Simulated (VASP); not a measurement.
```xyz
2
Lattice="0.0000 2.8300 2.8300 2.8300 0.0000 2.8300 2.8300 2.8300 0.0000" Properties=species:S:1:pos:R:3 pbc="T T T"
Al     0.0000     0.0000     0.0000
As     1.4150     1.4150     1.4150
```

Level of theory: G0W0 on PBE orbitals, VASP's PBE PAW potentials (set 64) (plane waves; VASP 6.6.1). Numerical set-up: PREC = Normal, 350 eV cut-off, 4×4×4 Γ-centred mesh, Gaussian smearing of 0.010 eV, potentials Al_GW As_GW.

The mesh is coarse and the basis finite, so the quasiparticle values are not converged.

NBANDS = 100, ENCUTGW = 150 eV, NOMEGA = 64. The PBE levels (eV) that the step starts from are:

```csv
state,KS energy,filling
"k1 (0.00, 0.00, 0.00), band 1",-8.40,2
"k1 (0.00, 0.00, 0.00), band 2",3.47,2
"k1 (0.00, 0.00, 0.00), band 3",3.47,2
"k1 (0.00, 0.00, 0.00), band 4",3.47,2
"k1 (0.00, 0.00, 0.00), band 5",5.51,0
"k1 (0.00, 0.00, 0.00), band 6",7.73,0
"k1 (0.00, 0.00, 0.00), band 7",7.73,0
"k1 (0.00, 0.00, 0.00), band 8",7.73,0
"k5 (0.50, 0.25, 0.00), band 1",-6.74,2
"k5 (0.50, 0.25, 0.00), band 2",-1.60,2
"k5 (0.50, 0.25, 0.00), band 3",0.73,2
"k5 (0.50, 0.25, 0.00), band 4",1.84,2
"k5 (0.50, 0.25, 0.00), band 5",6.01,0
"k5 (0.50, 0.25, 0.00), band 6",8.62,0
"k5 (0.50, 0.25, 0.00), band 7",9.83,0
"k5 (0.50, 0.25, 0.00), band 8",10.38,0
"k7 (0.50, 0.50, 0.00), band 1",-6.42,2
"k7 (0.50, 0.50, 0.00), band 2",-1.98,2
"k7 (0.50, 0.50, 0.00), band 3",1.28,2
"k7 (0.50, 0.50, 0.00), band 4",1.28,2
"k7 (0.50, 0.50, 0.00), band 5",4.88,0
"k7 (0.50, 0.50, 0.00), band 6",5.74,0
"k7 (0.50, 0.50, 0.00), band 7",13.78,0
"k7 (0.50, 0.50, 0.00), band 8",13.78,0
```

Give the quasiparticle energies and renormalisation factors Z.

| state | QP energy (eV) | Z |
|---|---|---|
| k1 (0.00, 0.00, 0.00), band 1 | -8.88 | 0.65 |
| k1 (0.00, 0.00, 0.00), band 2 | 2.94 | 0.76 |
| k1 (0.00, 0.00, 0.00), band 3 | 2.94 | 0.76 |
| k1 (0.00, 0.00, 0.00), band 4 | 2.94 | 0.76 |
| k1 (0.00, 0.00, 0.00), band 5 | 5.96 | 0.77 |
| k1 (0.00, 0.00, 0.00), band 6 | 7.93 | 0.76 |
| k1 (0.00, 0.00, 0.00), band 7 | 7.93 | 0.76 |
| k1 (0.00, 0.00, 0.00), band 8 | 7.93 | 0.76 |
| k5 (0.50, 0.25, 0.00), band 1 | -7.12 | 0.69 |
| k5 (0.50, 0.25, 0.00), band 2 | -2.21 | 0.70 |
| k5 (0.50, 0.25, 0.00), band 3 | 0.10 | 0.74 |
| k5 (0.50, 0.25, 0.00), band 4 | 1.23 | 0.75 |
| k5 (0.50, 0.25, 0.00), band 5 | 6.10 | 0.77 |
| k5 (0.50, 0.25, 0.00), band 6 | 8.80 | 0.76 |
| k5 (0.50, 0.25, 0.00), band 7 | 10.05 | 0.74 |
| k5 (0.50, 0.25, 0.00), band 8 | 10.57 | 0.74 |
| k7 (0.50, 0.50, 0.00), band 1 | -6.77 | 0.70 |
| k7 (0.50, 0.50, 0.00), band 2 | -2.60 | 0.70 |
| k7 (0.50, 0.50, 0.00), band 3 | 0.64 | 0.74 |
| k7 (0.50, 0.50, 0.00), band 4 | 0.64 | 0.74 |
| k7 (0.50, 0.50, 0.00), band 5 | 4.89 | 0.78 |
| k7 (0.50, 0.50, 0.00), band 6 | 5.84 | 0.78 |
| k7 (0.50, 0.50, 0.00), band 7 | 13.97 | 0.71 |
| k7 (0.50, 0.50, 0.00), band 8 | 13.97 | 0.71 |
On the mesh the gap opens from 1.41 to 1.95 eV.

The compound is AlAs in the zinc blende structure. The cell was not relaxed at this level. The k-mesh is coarse (spacing up to 0.48 per Å, 2π included), so the numbers may not be converged in it.
